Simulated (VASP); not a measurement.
# Ti2SiTe2 in VASP: a series of runs, part 2 of 3

VASP 6.6.1. Earlier steps stand in the parts before.

## 3. Relaxation of cell and atoms, PBE

This run uses another cell than the first one, of 23.37 Å³/atom, 1.087 times its volume.

INCAR reads:

```
SYSTEM = Ti2SiTe2
PREC = Normal
ENCUT = 520
EDIFF = 1E-4
ISMEAR = 0
SIGMA = 0.15
LREAL = .FALSE.
LASPH = .TRUE.
NELM = 60
ALGO = Fast
ISIF = 3
LWAVE = .FALSE.
LCHARG = .FALSE.
GGA = PE
IBRION = 2
NSW = 24
EDIFFG = -0.08
KPAR = 2
```

KPOINTS reads:

```
regular mesh
0
G
  4 4 4
  0 0 0
```

POSCAR reads:

```
Ti2SiTe2
1.0
   -2.2735520300      2.6859748700      4.7840280400
    2.2735520300     -2.6859748700      4.7840280400
    2.2735520300      2.6859748700     -4.7840280400
Ti Si Te
2 1 2
Direct
    0.3086617700      0.8086617700      0.5000000000
    0.6913382300      0.1913382300      0.5000000000
    0.0000000000      0.0000000000      0.0000000000
    0.7342769600      0.5000000000      0.2342769600
    0.2657230400      0.5000000000      0.7657230400
```

Potentials or basis: VASP PAW PBE potentials, release 64 (Ti_sv, Si, Te).

The run is started by

```
cat potpaw_PBE.64/Ti_sv/POTCAR potpaw_PBE.64/Si/POTCAR potpaw_PBE.64/Te/POTCAR > POTCAR
mpirun -np 2 vasp_std > vasp.out
```

OUTCAR:

```text
SYSTEM = Ti2SiTe2
   PREC = Normal
   ENCUT = 520
   EDIFF = 1E-4
   ISMEAR = 0
   LREAL = .FALSE.
   LASPH = .TRUE.
   NELM = 60
   ISIF = 3
   GGA = PE
   IBRION = 2
   NSW = 24
   EDIFFG = -0.08

 ion  position               nearest neighbor table
   1  0.309  0.809  0.500-   4 3.18   5 3.18   4 3.18   5 3.18   5 3.28   4 3.28
   2  0.691  0.191  0.500-   4 3.18   5 3.18   4 3.18   5 3.18   4 3.28   5 3.28
   3  0.000  0.000  0.000-   5 2.68   4 2.68   5 2.68   4 2.68
   4  0.734  0.500  0.234-   5 2.52   3 2.68   3 2.68   5 2.85   2 3.18   2 3.18   1 3.18   1 3.18
                             2 3.28   1 3.28
   5  0.266  0.500  0.766-   4 2.52   3 2.68   3 2.68   4 2.85   1 3.18   1 3.18   2 3.18   2 3.18
                             1 3.28   2 3.28

  LATTYP: Found a body centered orthorhombic cell.
 ALAT       =     4.5471040600
 B/A-ratio  =     1.1814002207
 C/A-ratio  =     2.1042087346

  Lattice vectors:

 A1 = (  -2.2735520300,   2.6859748700,   4.7840280400)
 A2 = (   2.2735520300,  -2.6859748700,   4.7840280400)
 A3 = (   2.2735520300,   2.6859748700,  -4.7840280400)

Analysis of symmetry for initial positions (statically):
=====================================================================
 Subroutine PRICEL returns:
 Original cell was already a primitive cell.

 Routine SETGRP: Setting up the symmetry group for a
 body centered orthorhombic supercell.

 Subroutine GETGRP returns: Found  8 space group operations
 (whereof  8 operations were pure point group operations)
 out of a pool of  8 trial point group operations.

The static configuration has the point symmetry D_2h.

Analysis of symmetry for dynamics (positions and initial velocities):
=====================================================================
 Subroutine PRICEL returns:
 Original cell was already a primitive cell.

 Routine SETGRP: Setting up the symmetry group for a
 body centered orthorhombic supercell.

 Subroutine GETGRP returns: Found  8 space group operations
 (whereof  8 operations were pure point group operations)
 out of a pool of  8 trial point group operations.

[... 139 lines left out ...]
--------------------------------------- Ionic step        1  -------------------------------------------

 number of electron      40.0000007 magnetization

 Free energy of the ion-electron system (eV)
  ---------------------------------------------------
  ext. energy  EPLUGINS =         0.00000000
  ---------------------------------------------------
  free energy    TOTEN  =       -22.35999514 eV

  energy without entropy =      -22.24480480  energy(sigma->0) =      -22.30239997

------------------------ aborting loop because EDIFF is reached ----------------------------------------

  FORCE on cell =-STRESS in cart. coord.  units (eV):
  Direction    XX          YY          ZZ          XY          YZ          ZX
  --------------------------------------------------------------------------------------
  -------------------------------------------------------------------------------------
  Total        4.8663029     14.8799525    -10.8016469      0.0000000      0.0000000      0.0000000
  in kB       66.7189456    204.0100574   -148.0948684      0.0000000      0.0000000      0.0000000
  external PRESSURE =      40.8780448 kB  Pullay stress =       0.0000000 kB
[... 98 lines left out ...]
  FREE ENERGIE OF THE ION-ELECTRON SYSTEM (eV)
  ---------------------------------------------------
  free  energy   TOTEN  =       -24.6664936076 eV

  energy  without entropy=      -24.5669876993  energy(sigma->0) =      -24.61674065

 E-fermi :   6.8961     XC(G=0):  -9.7620

 val. band max:        6.8904842522   @ k =   0.2500   0.2500   0.0000
 cond. band min:       6.9010795733   @ k =   0.5000   0.0000   0.0000
 fundamental gap:      0.0105953211
 Fermi energy:         6.8960683501

 k-point     1 :       0.0000    0.0000    0.0000
  band No.  band energies     occupation
      1     -50.7881      2.00000
      2     -50.7742      2.00000
      3     -27.1599      2.00000
      4     -27.1531      2.00000
      5     -27.1448      2.00000
      6     -27.1342      2.00000
[... 475 lines left out ...]
     23       7.3937      0.00000
     24       7.3994      0.00000

[... ionic steps 4 to 18 ...]

--------------------------------------- Ionic step       19  -------------------------------------------

 number of electron      40.0000002 magnetization

------------------------ aborting loop because EDIFF is reached ----------------------------------------
[... 73 lines left out ...]
--------------------------------------- Ionic step       21  -------------------------------------------

 number of electron      40.0000003 magnetization

 Free energy of the ion-electron system (eV)
  ---------------------------------------------------
  ext. energy  EPLUGINS =         0.00000000
  ---------------------------------------------------
  free energy    TOTEN  =       -29.10382366 eV

  energy without entropy =      -29.06139877  energy(sigma->0) =      -29.08261121

 E-fermi :   9.3399     XC(G=0): -10.8423

 val. band max:        9.3129191549   @ k =   0.0000   0.0000   0.0000
 cond. band min:       9.3615050421   @ k =   0.5000   0.2500   0.0000
 fundamental gap:      0.0485858872
 Fermi energy:         9.3399012708

 k-point     1 :       0.0000    0.0000    0.0000
  band No.  band energies     occupation
      1     -48.0673      2.00000
      2     -48.0546      2.00000
      3     -24.4618      2.00000
      4     -24.4509      2.00000
      5     -24.3886      2.00000
      6     -24.2979      2.00000
[... 507 lines left out ...]
  FREE ENERGIE OF THE ION-ELECTRON SYSTEM (eV)
  ---------------------------------------------------
  free  energy   TOTEN  =       -29.1038236572 eV

  energy  without entropy=      -29.0613987694  energy(sigma->0) =      -29.08261121

 reached required accuracy - stopping structural energy minimisation
```

OSZICAR:

```text
N       E                     dE             d eps       ncg     rms          rms(c)
DAV:   1     0.389427721132E+03    0.38943E+03   -0.19142E+04   864   0.165E+03
DAV:   2     0.266438400268E+02   -0.36278E+03   -0.36019E+03   880   0.454E+02
DAV:   3    -0.212722033791E+02   -0.47916E+02   -0.47669E+02  1528   0.135E+02
[... 455 lines left out ...]
RMM:   5    -0.291027388951E+02   -0.99700E-03   -0.12294E-02  1314   0.575E-01    0.125E-01
RMM:   6    -0.291031707373E+02   -0.43184E-03   -0.44383E-03  1133   0.332E-01    0.102E-01
RMM:   7    -0.291035170994E+02   -0.34636E-03   -0.25385E-03   996   0.242E-01    0.531E-02
RMM:   8    -0.291036926352E+02   -0.17554E-03   -0.18200E-03  1124   0.247E-01    0.207E-02
RMM:   9    -0.291037678083E+02   -0.75173E-04   -0.10134E-03   850   0.171E-01    0.122E-02
RMM:  10    -0.291038236572E+02   -0.55849E-04   -0.69088E-04   785   0.131E-01
  21 F= -.29103824E+02 E0= -.29082611E+02  d E =-.186114E-02
```

Wall time 6.8 min (2 MPI ranks of Intel Xeon 6975P-C (Granite Rapids), shared host); peak memory 0.24 GiB.

Results:

| Property | Result |
| --- | --- |
| Free energy | -29.1038 eV |
| Relaxed volume | 20.35 Å³/atom |
| Relaxed cell | a = 5.610 Å, b = 5.610 Å, c = 5.610 Å, α = 140.77°, β = 83.63°, γ = 109.65° |
| Space group after relaxing (to 0.05 Å) | Immm (No. 71) |
| Energy gained by relaxing | 1348.8 meV/atom |
| Ionic steps | 21 |
| Pressure after relaxing | 0.3 GPa |
| Largest force after relaxing | 0.041 eV/Å |
| Band gap on the k mesh | none (metal or under the smearing width) |

Forces in eV/Å, atoms in the order of the input:
```
Ti   0.000  0.000 -0.041
Ti   0.000  0.000  0.041
Si   0.000  0.000  0.000
Te   0.000  0.017  0.000
Te   0.000 -0.017  0.000
```

The path:
```
step  energy change (eV)  largest force (eV/Å)  pressure (GPa)  volume (Å³)
   1              0.0000                2.6539            4.09       116.86
   2             -2.1002                1.7926           -6.59       125.33
   3             -2.3065                2.0327           -7.06       126.76
   4             -2.5250                2.3720           -6.87       129.07
   5             -3.7881                2.6273            0.67       110.49
   6             -3.8847                2.6514            1.08       110.12
   7             -4.9878                2.0354            1.10       104.62
   8             -5.1400                2.9057            2.70       102.08
   9             -6.3304                1.3723           -2.04       104.59
  10             -6.4400                0.9321           -2.50       104.98
  11             -6.4561                0.7480           -2.53       105.12
  12             -6.5571                0.4668            2.61        99.16
  13             -6.5593                0.5134            2.13        99.81
  14             -6.6689                0.2026            1.24       100.52
  15             -6.7104                0.1938            1.04       101.14
  16             -6.7343                0.1802           -1.35       103.83
  17             -6.7420                0.0545           -0.66       102.95
  18             -6.7422                0.0560           -0.66       102.91
  19             -6.7340                0.0930            0.15       102.03
  20             -6.7420                0.0578           -0.50       102.87
  21             -6.7438                0.0414            0.28       101.77
```

Final structure:
```
Ti Si Te
1.0
    -1.88308    4.18081    3.23167
     1.88308   -4.18081    3.23167
     1.88308    4.18081   -3.23167
Ti Si Te
2 1 2
Cartesian
  1.8831 0.0000 1.6517
  0.0000 4.1808 1.5800
  0.0000 0.0000 0.0000
  0.0000 1.7024 3.2317
  1.8831 2.4784 0.0000
```

Levels at points of the mesh, in eV from the Fermi level:
```tsv
k point	band 18	band 19	band 20	band 21	band 22	band 23
(0.00, 0.00, 0.00)	-1.51	-0.03	0.52	0.60	0.64	0.65
(0.50, 0.00, 0.00)	-1.98	-0.94	0.03	0.07	0.36	0.85
(0.00, 0.50, 0.00)	-2.09	-1.58	0.10	0.16	0.71	1.03
(0.50, 0.50, 0.00)	-1.13	-1.09	-0.79	0.26	0.80	0.92
(0.50, 0.50, 0.50)	-1.21	-1.15	-0.63	0.26	0.41	0.78
```

Caveat: the k mesh is coarse (spacing up to 0.45 Å⁻¹), so the values aren't converged; the relaxation stopped at a loose force limit of 0.08 eV/Å, so its end isn't a converged minimum. Spin-orbit coupling is left out, which matters for the levels of Te.

[end of part 2 of 3]
